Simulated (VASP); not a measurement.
Runs of VASP 6.6.1 on Re. The structure is hexagonal, space group P6_3/mmc (No. 194). The conventional cell has a = 2.761 Å, b = 2.761 Å, c = 4.458 Å, α = 90.00°, β = 90.00°, γ = 120.00°. Re (site symmetry -6m2) has 12 Re at 2.74 to 2.76 Å as nearest neighbours. 

```tsv
level	potentials or basis	k mesh	cutoff (eV)	gap on the mesh (eV)	pressure (GPa)	relaxed volume (Å³/atom)
LDA	VASP PAW LDA potentials, release 64 (Re)	15 × 15 × 8	600	none	0.1	(a)
PBE+D3(BJ)	VASP PAW PBE potentials, release 64 (Re)	15 × 15 × 8	600	none	0.1	14.65
PBEsol	VASP PAW PBE potentials, release 64 (Re)	15 × 15 × 8	600	none	0.1	14.56
PBE	VASP PAW PBE potentials, release 64 (Re)	15 × 15 × 8	600	none	0.0	14.93
r2SCAN	VASP PAW PBE potentials, release 64 (Re)	15 × 15 × 8	600	none	0.0	14.70
PBE	VASP PAW PBE potentials, release 64 (Re)	8 × 8 × 4	300	none	0.0	(b)
```

Alike in all rows: task relaxation of cell and atoms; no spin polarisation; cell relaxed; smearing methfessel-paxton 0.1 eV.

Question: Fill in the values left out.

Answer: (a) 14.39; (b) 14.87.

Caveats: the PAW data sets were made with another functional, which shifts forces and pressure a little (some runs); pairwise dispersion overbinds metals, which lowers pressure and volume (some runs).

A k mesh can miss the band edges, and the runs leave out spin-orbit coupling on Re.

A gap of «none» marks a metal or a gap under the smearing width.

Not every run made on this cell is shown here.
